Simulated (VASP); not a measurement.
Wanted: the native input for a VASP 6.6.1 run.

```yaml
Task: single point
Functional: PBEsol
Potentials_or_basis: VASP PAW PBE potentials, release 64 (Ti_sv, S)
Cutoff: 520 eV
k_mesh: 6 × 6 × 6
Occupations: fermi-dirac, width 0.05 eV
Spin: no spin polarisation
Ladder: free
Further_INCAR_settings: ALGO = Normal; EDIFF = 1e-07; NBANDS = 32
```

The structure of Ti3S2 lies in POSCAR:

```
Ti3S2
1.0
    2.7131139241      1.5664170544      3.2376184047
   -2.7131139241      1.5664170544      3.2376184047
    0.0000000000     -3.1328341088      3.2376184047
Ti S
3 2
Direct
    0.0000000000      0.3356550000      0.6643450000
    0.6643450000      0.0000000000      0.3356550000
    0.3356550000      0.6643450000      0.0000000000
    0.1678390000      0.1678390000      0.1678390000
    0.8321610000      0.8321610000      0.8321610000
```

The cell comes from a database or a generator and needn't be the stable form of this composition.

One way to write it, as run:

INCAR

```
SYSTEM = Ti3S2
  PREC = Accurate
  ENCUT = 520
  EDIFF = 1E-7
  ISMEAR = -1
  SIGMA = 0.05
  LREAL = .False.
  LASPH = .True.
  NELM = 100
  ALGO = Normal
  ISIF = 2
  LWAVE = .False.
  LCHARG = .False.
  GGA = PS
  NBANDS = 32
  KPAR = 2
```

KPOINTS

```
Automatic mesh
0
Gamma
  6 6 6
  0 0 0
```

Potentials or basis: VASP PAW PBE potentials, release 64 (Ti_sv, S).

Run with:

```sh
$ cat potpaw_PBE.64/Ti_sv/POTCAR potpaw_PBE.64/S/POTCAR > POTCAR
$ mpirun -np 2 vasp_std > vasp.out
```

It gave:

```yaml
Pressure: -4.3 GPa
Largest_force: 0.036 eV/Å
Band_gap_on_the_k_mesh: none (metal or under the smearing width)
```

Caveat: the PAW data sets were made with another functional, which shifts forces and pressure a little.

Run time: 48 s on 2 MPI ranks on Intel(R) Xeon(R) Platinum 8259CL CPU @ 2.50GHz (Skylake/Cascade Lake) (shared host), peak memory 0.23 GiB a rank.
